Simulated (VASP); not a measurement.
Given:

```
NaH
1.0
    0.00000     2.37767     2.37767
    2.37767     0.00000     2.37767
    2.37767     2.37767     0.00000
Na H
1 1
Direct
  0.00000   0.00000   0.00000
  0.50000   0.50000   0.50000
```

Level of theory: SCAN meta-GGA, VASP's PBE PAW potentials (set 64) (plane waves; VASP). Numerical set-up: 520 eV cut-off, 11×11×11 Γ-centred mesh, tetrahedra with Blöchl corrections, potentials Na_pv H.

Question: Give the energies of bands 4 to 6 at the high-symmetry points, in eV from the valence-band maximum.

Answer: 
| band | Γ | X | U | L | W |
|---|---|---|---|---|---|
| 4 | -3.70 | -0.18 | -0.11 | -0.86 | 0.00 |
| 5 | 11.82 | 5.25 | 5.98 | 4.40 | 6.71 |
| 6 | 16.69 | 10.87 | 7.13 | 11.99 | 6.71 |

The gap is indirect, 4.40 eV, from the valence maximum at W to the conduction minimum at L.

The compound is NaH in the rock salt structure. It was relaxed first, which changed the volume by -7 %.
